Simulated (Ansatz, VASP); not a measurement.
# BiN in VASP and in Ansatz

File INCAR:

```
PREC     = Accurate       # precision mode
ENCUT    = 520            # plane-wave cutoff, eV
EDIFF    = 1E-7           # SCF threshold, eV
ISMEAR   = 0              # smearing method
SIGMA    = 0.05           # smearing width, eV
LREAL    = False          # projectors in reciprocal space
LASPH    = True           # aspherical terms in the spheres
NELM     = 100            # most SCF steps
ALGO     = Normal         # electronic algorithm
ISIF     = 2              # what is computed and relaxed
LWAVE    = False          # write WAVECAR
LCHARG   = False          # write CHGCAR
GGA      = PS             # functional
NBANDS   = 17             # bands
```

File KPOINTS:

```
Automatic mesh
0
Gamma
  12 12 10
```

Contents of POSCAR:

```
BiN
1.0
    3.4893699739      0.0000000000      0.0000000000
   -1.7446849870      3.0218830406      0.0000000000
    0.0000000000      0.0000000000      3.2651770091
Bi N
1 1
Direct
    0.0000000000      0.0000000000      0.0000000000
    0.6666666667      0.3333333333      0.5000000000
```

Input for Ansatz:

```yaml
crystal:
  lattice:
    - [3.4893699739, 2.886765065519e-11, 0.0]
    - [-1.744684986975, 3.021883040586, 0.0]
    - [0.0, 0.0, 3.2651770091]
  atoms:
    - { symbol: Bi, position: [-3.700743415525e-17, 0.0, 0.0] }
    - { symbol: "N", position: [0.6666666666667, 0.3333333333333, 0.5] }
basis:
  ecutwfc: 420
  ecutrho_ratio: 4
kpoints:
  mp_grid: { grid: [12, 12, 10] }
hamiltonian:
  xc: pbesol
scf:
  occupations: { method: gaussian, width: 0.05 }
  initial_density: { chi_scale: 0.3 }
output:
  forces: true
  stress: true
  write_density: true
  write_potential: true
  elf: true
  volumetric_format: npy
```

The cell comes from a database or a generator and needn't be the stable form of this composition.

Alike in both runs: task single point; functional PBEsol; k mesh 12 × 12 × 10; occupations gaussian, width 0.05 eV; no spin polarisation.

|  | VASP | Ansatz |
| --- | --- | --- |
| version | VASP 6.6.1 | Ansatz 0.2.0 |
| potentials or method | VASP PAW PBE potentials, release 64 (Bi_d, N) | scalar-relativistic, plane waves, PAW |
| plane-wave cutoff (eV) | 520 | 420 |
| valence electrons in the cell | 20 | 20 |

```csv
,VASP,Ansatz,Ansatz less VASP
gap on the k mesh at the Fermi level (eV),none,none,-
pressure (GPa),-4.6,-4.6,-0.03
largest component of the traceless stress (GPa),0.39,0.39,+0.002
```

A gap of «none» marks a metal or a gap that the smearing closes.

Caveats: the PAW data sets were made with another functional, which shifts forces and pressure a little (VASP); spin-orbit coupling is left out, which moves the levels of the heavy elements.
